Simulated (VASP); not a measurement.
Consider the following.

```xyz
6
Lattice="1.6235 -2.8119 0.0000 1.6235 2.8119 0.0000 0.0000 0.0000 12.5109" Properties=species:S:1:pos:R:3 pbc="T T T"
Te     1.6235     0.9373    11.2255
Te     1.6235    -0.9373     4.9701
Te     1.6235    -0.9373     1.2854
Te     1.6235     0.9373     7.5408
Mo     1.6235     0.9373     3.1277
Mo     1.6235    -0.9373     9.3831
```

The numbers are results of PBE GGA, VASP's PBE PAW potentials (set 64) (plane waves; VASP), not measurements. Settings: 500 eV cut-off, 11×11×3 Γ-centred mesh, first-order Methfessel-Paxton smearing of 0.10 eV, potentials Te Mo_sv.

Energy and stress use the plane-wave basis of the starting cell. Without a dispersion term in the relaxation, distances and binding between the weakly bound layers, chains or molecules are unreliable, and so is what depends on them.

**Question.** The ions, cell shape and volume at an external pressure of 45.0 GPa are relaxed. What does this cell relax into?

**Answer.** 
```xyz
6
Lattice="1.5805 -2.7375 0.0000 1.5805 2.7375 0.0000 0.0000 0.0000 12.3092" Properties=species:S:1:pos:R:3 pbc="T T T"
Te     1.5805     0.9125    11.0780
Te     1.5805    -0.9125     4.9233
Te     1.5805    -0.9125     1.2313
Te     1.5805     0.9125     7.3859
Mo     1.5805     0.9125     3.0773
Mo     1.5805    -0.9125     9.2319
```
Space group P6_3/mmc (194), at a tolerance of 0.03 Å.

**Question.** How do energy and volume change from the first to the last step?

**Answer.** The energy (σ→0) changes by +296.9 meV/atom and the volume by -6.8 %, in 12 ionic steps.

The compound is MoTe2 in the 2H layered structure. This run relaxes it under an external pressure of 45 GPa. Symmetry was kept, so distortions that lower it aren't found.
